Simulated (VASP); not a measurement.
Input:

```
CELL_PARAMETERS angstrom
      0.00000     2.96811     2.96811
      2.96811     0.00000     2.96811
      2.96811     2.96811     0.00000
ATOMIC_POSITIONS crystal
  Li 0.25000 0.25000 0.25000
  Li 0.75000 0.75000 0.75000
  Se 0.00000 0.00000 0.00000
```

All values below come from PBE GGA with D4 dispersion, VASP's PBE PAW potentials (set 64) (plane waves; VASP). Numerical set-up: 520 eV cut-off, 6×6×6 Γ-centred mesh, Gaussian smearing of 0.050 eV, potentials Li_sv Se.

Problem. What does the run give for the energy per atom (σ→0), band gap (on the k-mesh) with the smallest direct gap where there is one?

Solution. 
```yaml
band gap (on the k-mesh): 2.94 eV
smallest direct gap (on the k-mesh): 3.54 eV
energy per atom (σ→0): -3.828 eV/atom
```

The absolute energy has meaning only against runs of the same code, potentials and settings.

The compound is Li2Se in the antifluorite structure. It was relaxed first. The start is the result of an earlier pass.
